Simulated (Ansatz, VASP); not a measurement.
## NiO: VASP beside Ansatz

One calculation is typed for both programs; each brings its own data sets and cutoff. How far apart do they land? The cell is taken from a series of VASP runs on this material, whose earlier steps may have relaxed, scaled or displaced it; both programs get it as it stands.

Method: plane waves, with VASP 6.6.1 beside it; zone-centre phonons at PBE with D3(BJ), DFT+U, in Ansatz 0.2.0.

### 1. Set-up

Symmetry: Fm-3m, No. 225, cubic system. The conventional cell has a = 4.182 Å, b = 4.182 Å, c = 4.182 Å, α = 90.00°, β = 90.00°, γ = 90.00°. Nearest to Ni lie 6 O at 2.09 Å. O has 6 Ni at 2.09 Å nearest. Farther neighbours and most contacts between anions are not listed.

Structure file:

```xyz
2
Lattice="0.0000 2.0908 2.0908 2.0908 0.0000 2.0908 2.0908 2.0908 0.0000" Properties=species:S:1:pos:R:3 pbc="T T T"
Ni    0.0000    0.0000    0.0000
O     2.0908    2.0908    2.0908
```

### 2. VASP: zone-centre phonons, PBE with D3(BJ), DFT+U

Second derivatives magnify differences that forces hide, and they need a tight electronic threshold.

Lines of VASP's logs that name or quote its potential files are left out, and so is its time.

The input, INCAR:

```
SYSTEM = NiO
PREC = Accurate
ENCUT = 520
EDIFF = 1E-08
NELM = 100
ISMEAR = 0
SIGMA = 0.05
LREAL = .FALSE.
ALGO = Normal
GGA = PE
IVDW = 12
NBANDS = 15
ISPIN = 2
MAGMOM = 1.784 0.201
LDAU = .TRUE.
LDAUTYPE = 2
LDAUL = 2 -1
LDAUU = 5 0
LDAUJ = 0 0
LDAUPRINT = 1
LASPH = .TRUE.
LMAXMIX = 4
LORBIT = 11
LWAVE = .FALSE.
LCHARG = .FALSE.
KPAR = 2
IBRION = 6
NFREE = 2
POTIM = 0.015
ISIF = 2
NSW = 1
```

The input, POSCAR:

```
NiO
1.0
    0.0000000000      2.0908002819      2.0908002819
    2.0908002819      0.0000000000      2.0908002819
    2.0908002819      2.0908002819      0.0000000000
Ni O
1 1
Direct
    0.0000000000      0.0000000000      0.0000000000
    0.5000000000      0.5000000000      0.5000000000
```

The input, KPOINTS:

```
Automatic mesh
0
Gamma
8 8 8
0 0 0
```

The projector-augmented-wave data sets are Ni and O (PBE family, release 64).

On the command line:

```bash
$ mpirun -np 2 vasp_std
```

Numbers of over 12 decimals in the logs are rounded to 6 here.

What it wrote:

```text
[banner, memory and clock lines left out]
running    2 mpi-ranks, on    1 nodes
 distrk:  each k-point on    1 cores,    2 groups
 distr:  one band on    1 cores,    1 groups

 POSCAR found type information on POSCAR NiO
 POSCAR found :  2 types and       2 ions
 LDA part: xc-table for (Slater+PW92), standard interpolation
 POSCAR, INCAR and KPOINTS ok, starting setup
 FFT: planning ... GRIDC
 FFT: planning ... GRID_SOFT
 FFT: planning ... GRID
 WAVECAR not read
 entering main loop
       N       E                     dE             d eps       ncg     rms          rms(c)
DAV:   1     0.759022485224E+02    0.75902E+02   -0.77260E+03  1844   0.133E+03
DAV:   2    -0.624581989325E+01   -0.82148E+02   -0.71842E+02  1908   0.255E+02
DAV:   3    -0.103566385120E+02   -0.41108E+01   -0.40596E+01  1964   0.624E+01
DAV:   4    -0.103902973511E+02   -0.33659E-01   -0.33652E-01  2153   0.549E+00
DAV:   5    -0.103908800764E+02   -0.58273E-03   -0.58272E-03  2055   0.736E-01    0.155E+01
DAV:   6    -0.101003376955E+02    0.29054E+00   -0.16538E+01  2029   0.813E+01    0.178E+01
DAV:   7    -0.100648236970E+02    0.35514E-01   -0.15341E+00  2020   0.336E+01    0.876E+00
DAV:   8    -0.102566533904E+02   -0.19183E+00   -0.24661E-01  2074   0.558E+00    0.551E+00
DAV:   9    -0.103325871231E+02   -0.75934E-01   -0.50267E-02  2166   0.789E+00    0.498E-01
DAV:  10    -0.103381191544E+02   -0.55320E-02   -0.25376E-02  2296   0.228E+00    0.360E-01
DAV:  11    -0.103380018367E+02    0.11732E-03   -0.23594E-03  2209   0.117E+00    0.103E-01
DAV:  12    -0.103382213977E+02   -0.21956E-03   -0.22150E-04  2006   0.372E-01    0.416E-02
DAV:  13    -0.103382656007E+02   -0.44203E-04   -0.72938E-05  2453   0.186E-01    0.155E-02
DAV:  14    -0.103382698747E+02   -0.42740E-05   -0.17923E-05  2186   0.558E-02    0.577E-03
DAV:  15    -0.103382700392E+02   -0.16451E-06   -0.93352E-07  2034   0.151E-02    0.291E-03
DAV:  16    -0.103382700005E+02    0.38752E-07   -0.88326E-08  2076   0.291E-03    0.187E-03
DAV:  17    -0.103382699140E+02    0.86501E-07   -0.68650E-08  2036   0.414E-03    0.842E-04
DAV:  18    -0.103382699245E+02   -0.10567E-07   -0.10577E-08  1284   0.227E-03    0.202E-04
DAV:  19    -0.103382699188E+02    0.57960E-08   -0.75072E-10  1101   0.489E-04
   1 F= -.10868226E+02 E0= -.10868226E+02  d E =-.123640E-12  mag=     2.0000
[...]
2 F= -.10867580E+02 E0= -.10867580E+02  d E =-.130902E-12  mag=     2.0000
[...]
3 F= -.10867580E+02 E0= -.10867580E+02  d E =-.130912E-12  mag=     2.0000
[...]
4 F= -.10867580E+02 E0= -.10867580E+02  d E =-.131004E-12  mag=     2.0000
 Finite differences progress:
  Degree of freedom:   2/  2
  Displacement:        1/  2
  Total:               3/  4
 bond charge predicted
       N       E                     dE             d eps       ncg     rms          rms(c)
DAV:   1    -0.103337746668E+02    0.38402E-02   -0.36986E+00  3540   0.148E+01    0.284E-01
DAV:   2    -0.103379285683E+02   -0.41539E-02   -0.47445E-02  4023   0.203E+00    0.161E-01
DAV:   3    -0.103376166054E+02    0.31196E-03   -0.73310E-04  4305   0.338E-01    0.138E-01
DAV:   4    -0.103376102731E+02    0.63322E-05   -0.22288E-04  4361   0.180E-01    0.361E-02
DAV:   5    -0.103376157775E+02   -0.55043E-05   -0.36968E-05  3932   0.546E-02    0.183E-02
DAV:   6    -0.103376151120E+02    0.66542E-06   -0.13505E-06  5140   0.314E-02    0.111E-02
DAV:   7    -0.103376148412E+02    0.27084E-06   -0.12837E-06  4153   0.148E-02    0.291E-03
DAV:   8    -0.103376148940E+02   -0.52823E-07   -0.50818E-07  4217   0.868E-03    0.116E-03
DAV:   9    -0.103376148672E+02    0.26821E-07   -0.20588E-08  3521   0.166E-03    0.709E-04
DAV:  10    -0.103376148628E+02    0.43676E-08   -0.27798E-09  2218   0.565E-04
   5 F= -.10867580E+02 E0= -.10867580E+02  d E =-.130851E-12  mag=     2.0000
 Finite differences progress:
  Degree of freedom:   2/  2
  Displacement:        2/  2
  Total:               4/  4
```

OUTCAR, selected parts (step 2):

```text
ion  position               nearest neighbor table
   1  0.000  0.000  0.000-   2 2.09   2 2.09   2 2.09   2 2.09   2 2.09   2 2.09
   2  0.500  0.500  0.500-   1 2.09   1 2.09   1 2.09   1 2.09   1 2.09   1 2.09

  LATTYP: Found a face centered cubic cell.
 ALAT       =     4.1816005638

 Subroutine GETGRP returns: Found 48 space group operations
 (whereof 48 operations were pure point group operations)

The static configuration has the point symmetry O_h .

 Found     29 irreducible k-points:

   k-points           NKPTS =     29   k-points in BZ     NKDIM =     29   number of bands    NBANDS=     15

   dimension x,y,z NGX =    24 NGY =   24 NGZ =   24
   dimension x,y,z NGXF=    48 NGYF=   48 NGZF=   48

   ENCUT  =  520.0 eV  38.22 Ry    6.18 a.u.   5.50  5.50  5.50*2*pi/ulx,y,z

   NELECT =      16.0000    total number of electrons

 k-points in reciprocal lattice and weights: Automatic mesh
   0.00000000  0.00000000  0.00000000       0.002
   0.12500000  0.00000000  0.00000000       0.016
   0.25000000  0.00000000  0.00000000       0.016
   0.37500000  0.00000000  0.00000000       0.016
   0.50000000  0.00000000  0.00000000       0.008
   0.12500000  0.12500000  0.00000000       0.012
   0.25000000  0.12500000  0.00000000       0.047
   0.37500000  0.12500000  0.00000000       0.047
   0.50000000  0.12500000  0.00000000       0.047
[...]
-0.37500000  0.50000000  0.12500000       0.023
  -0.25000000  0.50000000  0.25000000       0.012

 Edisp (eV)   -0.52996

atom =   1  type =  1  l = 2

 onsite density matrix

spin component  1

  0.9800  0.0000  0.0000 -0.0000  0.0000
  0.0000  0.9800  0.0000 -0.0000 -0.0000
  0.0000  0.0000  1.0309  0.0000 -0.0000
 -0.0000 -0.0000  0.0000  0.9800  0.0000
  0.0000 -0.0000 -0.0000  0.0000  1.0309

spin component  2

  0.9780  0.0000 -0.0000 -0.0000  0.0000
  0.0000  0.9780 -0.0000 -0.0000 -0.0000
 -0.0000 -0.0000  0.1535  0.0000 -0.0001
 -0.0000 -0.0000  0.0000  0.9780 -0.0000
  0.0000 -0.0000 -0.0001 -0.0000  0.1535

 occupancies and eigenvectors

  o =  0.1534  v =  0.0000  0.0000  0.0000  0.0000  0.0000  0.0000 -0.0000 -0.8660 -0.0000 -0.5000      0.0000  0.0000  0.0000  0.0000  0.0000  0.0000  0.0000  0.0000  0.0000  0.0000
  o =  0.1536  v =  0.0000  0.0000  0.0000  0.0000  0.0000  0.0000 -0.0000 -0.5000  0.0000  0.8660      0.0000  0.0000  0.0000  0.0000  0.0000  0.0000  0.0000  0.0000  0.0000  0.0000
  o =  0.9780  v =  0.0000  0.0000  0.0000  0.0000  0.0000  0.0000 -1.0000  0.0000 -0.0000 -0.0000      0.0000  0.0000  0.0000  0.0000  0.0000  0.0000  0.0000  0.0000  0.0000  0.0000
  o =  0.9780  v =  0.0000  0.0000  0.0000  0.0000  0.0000  0.0000  0.0000  0.0000 -1.0000  0.0000      0.0000  0.0000  0.0000  0.0000  0.0000  0.0000  0.0000  0.0000  0.0000  0.0000
  o =  0.9780  v =  0.0000  0.0000  0.0000  0.0000  0.0000  1.0000  0.0000  0.0000  0.0000  0.0000      0.0000  0.0000  0.0000  0.0000  0.0000  0.0000  0.0000  0.0000  0.0000  0.0000
  o =  0.9800  v =  0.0000 -1.0000 -0.0000  0.0000 -0.0000  0.0000  0.0000  0.0000  0.0000  0.0000      0.0000  0.0000  0.0000  0.0000  0.0000  0.0000  0.0000  0.0000  0.0000  0.0000
  o =  0.9800  v =  0.0000  0.0000  0.0000  1.0000 -0.0000  0.0000  0.0000  0.0000  0.0000  0.0000      0.0000  0.0000  0.0000  0.0000  0.0000  0.0000  0.0000  0.0000  0.0000  0.0000
  o =  0.9800  v =  1.0000  0.0000  0.0000  0.0000  0.0000  0.0000  0.0000  0.0000  0.0000  0.0000      0.0000  0.0000  0.0000  0.0000  0.0000  0.0000  0.0000  0.0000  0.0000  0.0000
  o =  1.0309  v =  0.0000 -0.0000  0.8660  0.0000  0.5000  0.0000  0.0000  0.0000  0.0000  0.0000      0.0000  0.0000  0.0000  0.0000  0.0000  0.0000  0.0000  0.0000  0.0000  0.0000
  o =  1.0309  v =  0.0000  0.0000 -0.5000  0.0000  0.8660  0.0000  0.0000  0.0000  0.0000  0.0000      0.0000  0.0000  0.0000  0.0000  0.0000  0.0000  0.0000  0.0000  0.0000  0.0000

 average (electrostatic) potential at core
       1 -84.4056       2 -67.5738

 E-fermi :   7.1853

 spin component 1
 k-point     1 :       0.0000    0.0000    0.0000
  band No.  band energies     occupation
    ...
      5       2.4114      1.00000
      6       2.4129      1.00000
      7       5.2888      1.00000
      8       5.2888      1.00000
      9       5.2894      1.00000
     10       9.4636      0.00000
     11      25.1113      0.00000
     12      25.1118      0.00000
     13      25.1119      0.00000
     14      25.7539      0.00000
    ...

 k-point     2 :       0.1250    0.0000    0.0000
  band No.  band energies     occupation
    ...
      5       2.4567      1.00000
      6       2.4577      1.00000
      7       4.5541      1.00000
      8       5.6023      1.00000
      9       5.6030      1.00000
     10      10.5152      0.00000
     11      22.1702      0.00000
     12      24.9138      0.00000
     13      24.9143      0.00000
     14      27.7636      0.00000
    ...

 k-point     3 :       0.2500    0.0000    0.0000
  band No.  band energies     occupation
    ...
      5       2.6392      1.00000
      6       2.6398      1.00000
      7       3.9931      1.00000
      8       6.2282      1.00000
      9       6.2287      1.00000
     10      12.2327      0.00000
     11      19.5768      0.00000
     12      23.6260      0.00000
     13      23.6270      0.00000
     14      27.8260      0.00000
    ...

 k-point     4 :       0.3750    0.0000    0.0000
  band No.  band energies     occupation
    ...
      5       2.8549      1.00000
      6       2.8553      1.00000
      7       4.0380      1.00000
      8       6.7541      1.00000
      9       6.7542      1.00000
     10      13.3009      0.00000
     11      18.1599      0.00000
     12      22.2778      0.00000
     13      22.2791      0.00000
     14      27.8168      0.00000
    ...

 k-point     5 :       0.5000    0.0000    0.0000
  band No.  band energies     occupation
    ...
      5       2.9490      1.00000
      6       2.9493      1.00000
      7       4.1239      1.00000
      8       6.9547      1.00000
      9       6.9549      1.00000
     10      13.4962      0.00000
     11      17.8788      0.00000
     12      21.7643      0.00000
     13      21.7659      0.00000
     14      27.9341      0.00000
    ...

 k-point     6 :       0.1250    0.1250    0.0000
  band No.  band energies     occupation
    ...
      5       2.3794      1.00000
      6       2.3823      1.00000
      7       4.9414      1.00000
      8       5.2944      1.00000
      9       5.2961      1.00000
     10      10.8945      0.00000
     11      22.2541      0.00000
     12      24.4921      0.00000
     13      24.4926      0.00000
     14      25.2203      0.00000
    ...

 Edisp (eV)   -0.52996

  Total       0.00880    -0.00318    -0.00318    -0.00000    -0.00000    -0.00000
  in kB       0.77115    -0.27874    -0.27874    -0.00000    -0.00000    -0.00000
  external pressure =        0.07 kB  Pullay stress =        0.00 kB

  energy-cutoff  :      520.00
  volume of cell :       18.28
      direct lattice vectors                 reciprocal lattice vectors
     0.000000000  2.090800282  2.090800282    -0.239142880  0.239142880  0.239142880
     2.090800282  0.000000000  2.090800282     0.239142880 -0.239142880  0.239142880
     2.090800282  2.090800282  0.000000000     0.239142880  0.239142880 -0.239142880

 POSITION                                       TOTAL-FORCE (eV/Angst)
 -----------------------------------------------------------------------------------
      0.00000      0.00000      0.00000        -0.071342      0.000000      0.000000
      2.07580      2.09080      2.09080         0.071342      0.000000      0.000000
 -----------------------------------------------------------------------------------
    total drift:                                0.000209     -0.000001     -0.000001

  FREE ENERGIE OF THE ION-ELECTRON SYSTEM (eV)
  ---------------------------------------------------
  free  energy   TOTEN  =       -10.8675797689 eV

  energy  without entropy=      -10.8675797689  energy(sigma->0) =      -10.86757977

 Eigenvectors and eigenvalues of the dynamical matrix
 ----------------------------------------------------

   1 f  =    9.614696 THz    60.410917 2PiTHz  320.711738 cm-1    39.763170 meV
             X         Y         Z           dx          dy          dz
      0.000000  0.000000  0.000000    -0.462878    0.000000    0.000000
      2.090800  2.090800  2.090800     0.886422    0.000000    0.000000

   2 f  =    9.614696 THz    60.410917 2PiTHz  320.711738 cm-1    39.763170 meV
             X         Y         Z           dx          dy          dz
      0.000000  0.000000  0.000000     0.000000   -0.462878    0.000000
      2.090800  2.090800  2.090800     0.000000    0.886422    0.000000

   3 f  =    9.614696 THz    60.410917 2PiTHz  320.711738 cm-1    39.763170 meV
             X         Y         Z           dx          dy          dz
      0.000000  0.000000  0.000000     0.000000    0.000000   -0.462878
      2.090800  2.090800  2.090800     0.000000    0.000000    0.886422

   4 f/i=    0.000440 THz     0.002762 2PiTHz    0.014661 cm-1     0.001818 meV
             X         Y         Z           dx          dy          dz
      0.000000  0.000000  0.000000    -0.886422    0.000000    0.000000
      2.090800  2.090800  2.090800    -0.462878    0.000000    0.000000

   5 f/i=    0.000440 THz     0.002762 2PiTHz    0.014661 cm-1     0.001818 meV
             X         Y         Z           dx          dy          dz
      0.000000  0.000000  0.000000     0.000000    0.886422    0.000000
      2.090800  2.090800  2.090800     0.000000    0.462878    0.000000

   6 f/i=    0.000440 THz     0.002762 2PiTHz    0.014661 cm-1     0.001818 meV
             X         Y         Z           dx          dy          dz
      0.000000  0.000000  0.000000     0.000000    0.000000    0.886422
      2.090800  2.090800  2.090800     0.000000    0.000000    0.462878

 ELASTIC MODULI CONTR FROM IONIC RELAXATION (kBar)
 Direction    XX          YY          ZZ          XY          YZ          ZX
 --------------------------------------------------------------------------------
 XX           0.0000      0.0000      0.0000      0.0000      0.0000      0.0000
 YY           0.0000      0.0000      0.0000      0.0000      0.0000      0.0000
 ZZ           0.0000      0.0000      0.0000      0.0000      0.0000      0.0000
 XY           0.0000      0.0000      0.0000      0.0000      0.0000      0.0000
 YZ           0.0000      0.0000      0.0000      0.0000      0.0000      0.0000
 ZX           0.0000      0.0000      0.0000      0.0000      0.0000      0.0000
 --------------------------------------------------------------------------------

 total charge
# of ion       s       p       d       tot
------------------------------------------
    1        0.342   0.421   8.216   8.979
    2        1.548   3.476   0.000   5.025
--------------------------------------------------
tot          1.890   3.897   8.216  14.003

 magnetization (x)
# of ion       s       p       d       tot
------------------------------------------
    1        0.011   0.014   1.759   1.784
    2        0.020   0.181   0.000   0.201
--------------------------------------------------
tot          0.032   0.194   1.759   1.984

[... 6 further parts left out ...]
```

The last energy, forces, stress and levels in OUTCAR belong to the last displaced cell, not to the cell of POSCAR.

[end of part 1 of 2]

[Lines on the potential files, build, host, timing and source positions are cut from VASP's logs without a mark.]

[Logs are printed without paths, hosts, clocks, repeated set-up lines and the standing remarks that a program may print on its own settings, such as how far it seeks lower states.]

[Hosts, paths, dates, database ids (printed as entryN), source tags and the programs' standing remarks are cut or masked in the printed files.]
